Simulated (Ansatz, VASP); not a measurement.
## Cross-check of ZnS (Wurtzite-2H) between VASP and Ansatz

One calculation is typed for both programs; each brings its own data sets. How far apart do they land? The cell is taken from a series of runs on this material, whose earlier steps may have relaxed, scaled, displaced or heated it; both programs get it as it stands.

Program: Ansatz 0.2.0. Level of theory: plane waves, with VASP 6.6.1 beside it; single point at PBE. Results are calculated unless marked as measured.

**1. The structure**

The structure is hexagonal, space group P6_3mc (No. 186). Conventional cell: a = 3.811 Å, b = 3.811 Å, c = 6.234 Å, α = 90.00°, β = 90.00°, γ = 120.00°. Zn has 4 S at 2.33 to 2.34 Å nearest. Nearest to S lie 4 Zn at 2.33 to 2.34 Å. Farther neighbours and most contacts between anions are not listed.

Coordinates:

```cif
data_structure
_symmetry_space_group_name_H-M 'P 1'
_symmetry_Int_Tables_number 1
_cell_length_a 3.8110
_cell_length_b 3.8110
_cell_length_c 6.2340
_cell_angle_alpha 90.000
_cell_angle_beta 90.000
_cell_angle_gamma 120.000
_cell_volume 78.41
loop_
_atom_site_label
_atom_site_type_symbol
_atom_site_fract_x
_atom_site_fract_y
_atom_site_fract_z
_atom_site_occupancy
Zn1 Zn 0.66667 0.33333 0.50505 1
Zn2 Zn 0.33333 0.66667 0.00505 1
S3 S 0.66667 0.33333 0.87995 1
S4 S 0.33333 0.66667 0.37995 1
```

**2. VASP: single point, PBE**

A single point gives forces, pressure and levels at one fixed geometry, so differences don't come from the geometry; what else differs is listed under the comparison.

Lines of VASP's logs that name or quote its potential files are left out, and so is its time.

INCAR

```
SYSTEM = ZnS
PREC = Accurate
ENCUT = 400
EDIFF = 1E-06
NELM = 120
ISMEAR = 0
SIGMA = 0.01
LREAL = .FALSE.
ALGO = Normal
GGA = PE
NBANDS = 24
LORBIT = 11
LWAVE = .FALSE.
LCHARG = .FALSE.
ISIF = 2
LASPH = .TRUE.
GGA_COMPAT = .FALSE.
EFERMI = MIDGAP
```

POSCAR

```
ZnS
1.0
    3.8110000000      0.0000000000      0.0000000000
   -1.9055000000      3.3004228138      0.0000000000
    0.0000000000      0.0000000000      6.2340000000
Zn S
2 2
Direct
    0.6666666666      0.3333333332      0.5050496701
    0.3333333332      0.6666666666      0.0050496701
    0.6666666666      0.3333333332      0.8799503299
    0.3333333332      0.6666666666      0.3799503299
```

KPOINTS

```
Automatic mesh
0
Gamma
8 8 5
0 0 0
```

Potentials, in the order of the species: Zn and S (PBE family, release 64).

Started as:

```console
> mpirun -np 1 vasp_std
```

Numbers of over 12 decimals in the logs are rounded to 6 here.

What it wrote:

```text
[banner, memory and clock lines left out]
running    1 mpi-ranks, on    1 nodes
 distrk:  each k-point on    1 cores,    1 groups
 distr:  one band on    1 cores,    1 groups

 POSCAR found type information on POSCAR ZnS
 POSCAR found :  2 types and       4 ions
 LDA part: xc-table for (Slater+PW92), standard interpolation
 POSCAR, INCAR and KPOINTS ok, starting setup
 FFT: planning ... GRIDC
 FFT: planning ... GRID_SOFT
 FFT: planning ... GRID
 WAVECAR not read
 entering main loop
       N       E                     dE             d eps       ncg     rms          rms(c)
DAV:   1     0.212118533303E+03    0.21212E+03   -0.15014E+04  1440   0.150E+03
DAV:   2     0.310246741301E+01   -0.20902E+03   -0.20248E+03  1584   0.322E+02
DAV:   3    -0.142009526243E+02   -0.17303E+02   -0.17230E+02  1760   0.991E+01
DAV:   4    -0.145216967557E+02   -0.32074E+00   -0.32055E+00  1712   0.142E+01
DAV:   5    -0.145280767359E+02   -0.63800E-02   -0.63794E-02  1816   0.188E+00    0.988E+00
DAV:   6    -0.136698805327E+02    0.85820E+00   -0.18448E+00  2192   0.399E+01    0.764E+00
DAV:   7    -0.136834819050E+02   -0.13601E-01   -0.16125E+00  1704   0.722E+00    0.342E+00
DAV:   8    -0.136712573299E+02    0.12225E-01   -0.66864E-02  1912   0.311E+00    0.107E+00
DAV:   9    -0.136719118579E+02   -0.65453E-03   -0.14977E-02  1976   0.194E+00    0.263E-01
DAV:  10    -0.136720411928E+02   -0.12933E-03   -0.94437E-04  1752   0.398E-01    0.130E-01
DAV:  11    -0.136722785842E+02   -0.23739E-03   -0.43676E-04  1640   0.132E-01    0.937E-02
DAV:  12    -0.136722724318E+02    0.61524E-05   -0.17243E-05  1848   0.323E-02    0.713E-03
DAV:  13    -0.136722757263E+02   -0.32945E-05   -0.44226E-06  1560   0.126E-02    0.321E-03
DAV:  14    -0.136722758730E+02   -0.14670E-06   -0.26664E-07  1328   0.850E-03
   1 F= -.13672276E+02 E0= -.13672276E+02  d E =0.000000E+00
```

OUTCAR, selected parts (step 2):

```text
ion  position               nearest neighbor table
   1  0.667  0.333  0.505-   4 2.33   4 2.33   4 2.33   3 2.34
   2  0.333  0.667  0.005-   3 2.33   3 2.33   3 2.33   4 2.34
   3  0.667  0.333  0.880-   2 2.33   2 2.33   2 2.33   1 2.34
   4  0.333  0.667  0.380-   1 2.33   1 2.33   1 2.33   2 2.34

  LATTYP: Found a hexagonal cell.
 ALAT       =     3.8110000000
 C/A-ratio  =     1.6357911309

 Subroutine GETGRP returns: Found 12 space group operations
 (whereof  6 operations were pure point group operations)

The static configuration has the point symmetry C_3v.
 The point group associated with its full space group is C_6v.

 Found     30 irreducible k-points:

   k-points           NKPTS =     30   k-points in BZ     NKDIM =     30   number of bands    NBANDS=     24

   dimension x,y,z NGX =    28 NGY =   28 NGZ =   42
   dimension x,y,z NGXF=    56 NGYF=   56 NGZF=   84

   ENCUT  =  400.0 eV  29.40 Ry    5.42 a.u.   6.21  6.21 10.17*2*pi/ulx,y,z

   NELECT =      36.0000    total number of electrons

 k-points in reciprocal lattice and weights: Automatic mesh
   0.00000000  0.00000000  0.00000000       0.003
   0.12500000  0.00000000  0.00000000       0.019
   0.25000000  0.00000000  0.00000000       0.019
   0.37500000  0.00000000  0.00000000       0.019
   0.50000000  0.00000000  0.00000000       0.009
   0.12500000  0.12500000  0.00000000       0.019
   0.25000000  0.12500000  0.00000000       0.038
   0.37500000  0.12500000  0.00000000       0.038
   0.25000000  0.25000000  0.00000000       0.019
[...]
0.25000000  0.25000000  0.40000000       0.038
   0.37500000  0.25000000  0.40000000       0.038

 average (electrostatic) potential at core
       1 -36.2081       2 -36.2081       3 -88.5261       4 -88.5261

 E-fermi :   3.2907

 k-point     1 :       0.0000    0.0000    0.0000
  band No.  band energies     occupation
    ...
     14       1.2785      2.00000
     15       1.2785      2.00000
     16       2.1143      2.00000
     17       2.1810      2.00000
     18       2.1810      2.00000
     19       4.4005      0.00000
     20       5.2660      0.00000
     21       8.4809      0.00000
     22       8.4809      0.00000
     23       8.7819      0.00000
    ...

 k-point     2 :       0.1250    0.0000    0.0000
  band No.  band energies     occupation
    ...
     14       0.5012      2.00000
     15       1.0381      2.00000
     16       1.3147      2.00000
     17       1.9757      2.00000
     18       2.0497      2.00000
     19       5.1793      0.00000
     20       5.9501      0.00000
     21       8.0676      0.00000
     22       8.7744      0.00000
     23       9.0311      0.00000
    ...

 k-point     3 :       0.2500    0.0000    0.0000
  band No.  band energies     occupation
    ...
     14      -0.8048      2.00000
     15      -0.0285      2.00000
     16       0.5375      2.00000
     17       1.5460      2.00000
     18       1.7283      2.00000
     19       6.1082      0.00000
     20       6.2735      0.00000
     21       8.0839      0.00000
     22       8.7482      0.00000
     23       9.1831      0.00000
    ...

  Total        0.9760053      0.9760053      1.1258085      0.0000000      0.0000000      0.0000000
  in kB       19.9428603     19.9428603     23.0038104      0.0000000      0.0000000      0.0000000
  external PRESSURE =      20.9631770 kB  Pullay stress =       0.0000000 kB

  energy-cutoff  :      400.00
  volume of cell :       78.41
      direct lattice vectors                 reciprocal lattice vectors
     3.811000000  0.000000000  0.000000000     0.262398321  0.151495741  0.000000000
    -1.905500000  3.300422814  0.000000000     0.000000000  0.302991482  0.000000000
     0.000000000  0.000000000  6.234000000     0.000000000  0.000000000  0.160410651

 POSITION                                       TOTAL-FORCE (eV/Angst)
 -----------------------------------------------------------------------------------
      1.90550      1.10014      3.14848        -0.000000     -0.000000      0.003591
     -0.00000      2.20028      0.03148         0.000000      0.000000      0.003591
      1.90550      1.10014      5.48561         0.000000      0.000000     -0.003591
     -0.00000      2.20028      2.36861         0.000000      0.000000     -0.003591
 -----------------------------------------------------------------------------------
    total drift:                               -0.000000     -0.000000     -0.000132

  FREE ENERGIE OF THE ION-ELECTRON SYSTEM (eV)
  ---------------------------------------------------
  free  energy   TOTEN  =       -13.6722758730 eV

  energy  without entropy=      -13.6722758730  energy(sigma->0) =      -13.67227587

 total charge
# of ion       s       p       d       tot
------------------------------------------
    1        0.520   0.481   9.800  10.801
    2        0.520   0.481   9.800  10.801
    3        1.315   2.441   0.000   3.755
    4        1.315   2.441   0.000   3.755
--------------------------------------------------
tot          3.669   5.843  19.600  29.113

[... 3 further parts left out ...]
```

The run ends at a pressure of 2.10 GPa, with forces up to 0.0036 eV/Å.

**3. Ansatz: single point, PBE**

Ansatz runs on its default PAW (the set named soft_2) files.

The same cell, functional and mesh now go to Ansatz, which takes its cutoff from its data sets.

input.yaml

```yaml
crystal:
  lattice:
    - [3.811, 0.0, 0.0]
    - [-1.9055, 3.3004228138, 0.0]
    - [0.0, 0.0, 6.234]
  atoms:
    - { symbol: Zn, position: [0.6666666667, 0.3333333333, 0.5050496701] }
    - { symbol: Zn, position: [0.3333333333, 0.6666666667, 0.0050496701] }
    - { symbol: S, position: [0.6666666667, 0.3333333333, 0.8799503299] }
    - { symbol: S, position: [0.3333333333, 0.6666666667, 0.3799503299] }
kpoints:
  mp_grid: { grid: [8, 8, 5] }
scf:
  occupations: { method: fixed }
hamiltonian:
  xc: pbe
output:
  forces: false
  stress: false
  efg: { quadrupole_moments_barn: { Zn: 0.122, S: -0.0694 } }
```

Started as:

```console
> ansatz run input.yaml --threads 4 --pin off --max-ram 8192MiB --backend cpu --events-out ev --progress --plain --runs-dir out
```

What it wrote:

```text
Engine: ansatz 0.2.0, aarch64-unknown-linux-gnu
Pseudopotentials: kind: paw
Pseudopotential: Zn, paw, valence charge 12, recommended cutoff 420 eV (normal), Zn.paw.azcp
Pseudopotential: S, paw, valence charge 6, recommended cutoff 420 eV (normal), S.paw.azcp
Functional definition: PBE
  parameter kappa = 0.804
  parameter beta = 0.066725
  exchange = pbe_x(kappa = kappa, mu = beta*pi^2/3)
  correlation = pbe_c(beta = beta)
Crystal: 4 atoms, lattice volume = 78.411 Å³
Basis set: ecut = 420 eV, 1521 PW (Γ)
Bands: 22, of which v1, the nominal top of the filled ones, is band 18 counted from 1 (17 counted from 0)
Symmetry: 12 space group operations
Space group: P63mc (ITA 186), of the structure as read, at distance tolerance 4.3e-5 Å
k-points: 30 of 320 (time reversal used)
Non-local potential: Zn, projectors of the file, l = 0: 2, l = 1: 2, l = 2: 3, l = 3: 1
Non-local potential: S, projectors of the file, l = 0: 2, l = 1: 2, l = 2: 2
PAW form: soft (Blöchl's): semilocal exchange-correlation on the pseudo side does not see the compensation charge
PAW one-centre angular grid: Zn, 590 points (default); XC on 64 Gauss nodes
PAW one-centre angular grid: S, 110 points (default); XC on 64 Gauss nodes
Initial density: superposition of atomic densities (neutral atoms: chi_scale 0, normalization atom), corrected by the library's trained network
Initial wavefunctions: pseudopotential atomic-orbital guess
Functional: x = pbe(κ = 0.804, μ = 0.219515), c = pbe(β = 0.066725)
SCF iter   1: F=—  HF=-8445.441543 eV  |F-HF|=—  |Δ(HF+E_count)|=         —  Δρ=4.97e-4  dr2=1.97e-4  ethr=1.77e-3  ⟨swp⟩=5.1  Hψ=2814  notcnv=0  defer=59
preconditioner: auto → Resta (q_TF=auto, 2.396 Å⁻¹)  ε∞=6.6  [insulator: Δε(μ)=2.211 eV  Ē_g=10.663 eV  n_scr=22 (ndim 8)  ℏωp=25.2 eV  f_vac=0.039  ε∞_Penn≈6.6]
SCF iter   2: F=—  HF=-8445.441765 eV  |F-HF|=—  |Δ(HF+E_count)|=   2.22e-4  Δρ=4.19e-4  dr2=1.14e-4  ethr=5.46e-7  ⟨swp⟩=2.6  Hψ=1562  notcnv=0  defer=59
SCF iter   3: F=—  HF=-8445.441850 eV  |F-HF|=—  |Δ(HF+E_count)|=   8.50e-5  Δρ=1.78e-4  dr2=1.52e-5  ethr=3.18e-7  ⟨swp⟩=2.0  Hψ=1175  notcnv=0  defer=59
SCF iter   4: F=—  HF=-8445.441849 eV  |F-HF|=—  |Δ(HF+E_count)|=   1.06e-6  Δρ=7.81e-5  dr2=5.25e-6  ethr=4.22e-8  ⟨swp⟩=2.0  Hψ=1180  notcnv=0  defer=4
SCF iter   5: F=—  HF=-8445.441849 eV  |F-HF|=—  |Δ(HF+E_count)|=   4.97e-7  Δρ=2.83e-5  dr2=5.60e-7  ethr=1.46e-8  ⟨swp⟩=2.5  Hψ=1081  notcnv=0  defer=4
SCF iter   6: F=-8445.441849 eV  HF=-8445.441849 eV  |F-HF|=2.49e-8  |Δ(HF+E_count)|=   4.64e-7  Δρ=9.06e-6  dr2=5.46e-8  ethr=2.78e-10  ⟨swp⟩=1.1  Hψ=1974  notcnv=0
SCF 1 converged in 6 iterations: F = -8445.441849 eV  dr2 = 5.46e-8
  greatest PAW one-centre occupation: 0.983 electrons in one spin orbital (limit 2), on the Zn atom at site 0 (counted from 0), in its partial waves of l = 2
SCF converged after 6 iterations
Free energy (F): -8445.441849 eV
Harris-Foulkes:  -8445.441849 eV  (|F-HF|=2.49e-8)
Internal energy: -8445.441849 eV  (E = F + TS)
E sigma→0 (E₀):  -8445.441849 eV
Fermi energy:    5.883243 eV
--- Per-component energies (eV) ---
  E_band       = 12.440651
  E_kinetic    = 477.157979
  E_local      = -4079.784145  (includes V_loc(G=0)·N_el)
  E_nonlocal   = 1285.446904
  E_hartree    = 1706.785396
  E_xc         = -469.059202
  E_vxc        = -279.454310  (∫ρ·V_xc dr)
  E_paw        = -4856.968629  (= ΣΔE_a)
  E_vpaw       = -804.493187  (= ΣTr[D̂ρ^β])
  E_aug_tail   = -0.000744  (compensation charges beyond the density's cutoff)
  E_ewald      = -2509.019410
  E_smearing   = -0.000000  (= −TS)
  E_closure    = 0.000000  (closes the sum)
  Σ components = -8445.441849   (vs F -8445.441849, Δ=0.00e0)
--- PAW observables at the nuclei: V_zz in 10²¹ V/m², potentials from the cell's mean, atoms counted from 1 ---
  atom   1  Zn V_zz =    +0.022522   η = 0.0000   by run symmetry: allowed   C_q = +0.0664 MHz
            electrostatic potential = -3941.661647 V   contact ρ = none
  atom   2  Zn V_zz =    +0.022522   η = 0.0000   by run symmetry: allowed   C_q = +0.0664 MHz
            electrostatic potential = -3941.661647 V   contact ρ = none
  atom   3  S  V_zz =    +0.197728   η = 0.0000   by run symmetry: allowed   C_q = -0.3318 MHz
            electrostatic potential = -1633.124747 V   contact ρ = none
  atom   4  S  V_zz =    +0.197728   η = 0.0000   by run symmetry: allowed   C_q = -0.3318 MHz
            electrostatic potential = -1633.124747 V   contact ρ = none
```

The column dr2 measures how far the density is from self-consistency, as an energy; F and HF (Harris–Foulkes) agree once it is small.

**4. Comparison**

Known differences besides the potentials themselves: fixed occupations in Ansatz, narrow Gaussian smearing in VASP; the cutoff is 420 eV in Ansatz and 400 eV in VASP. Total energies have different zeros and are not compared.

The two programs side by side:

| quantity | Ansatz | VASP | difference |
| --- | --- | --- | --- |
| gap on the k mesh (eV) | 2.216 | 2.220 | -0.003 |

A gap on the mesh is an upper bound, since the band edges may lie between its points.

**5. What came out**

| Quantity | Value |
| --- | --- |
| difference in gap on the k mesh (single point, PBE) | -0.0034 eV |

**Reading.** The difference in gap on the k mesh is -0.0034 eV (single point, PBE), within the 0.08 eV picked in this series as the mark of a large difference. 1 further run of this series is not shown here. Such differences can come from data sets, numerical settings and the points named under the comparisons, not from the functional's error against experiment.

[Lines on the potential files, build, host, timing and source positions are cut from VASP's logs without a mark.]

[Logs are printed without paths, hosts, clocks, repeated set-up lines and the standing remarks that a program may print on its own settings, such as how far it seeks lower states.]

[Hosts, paths, dates, database ids (printed as entryN), source tags and the programs' standing remarks are cut or masked in the printed files.]
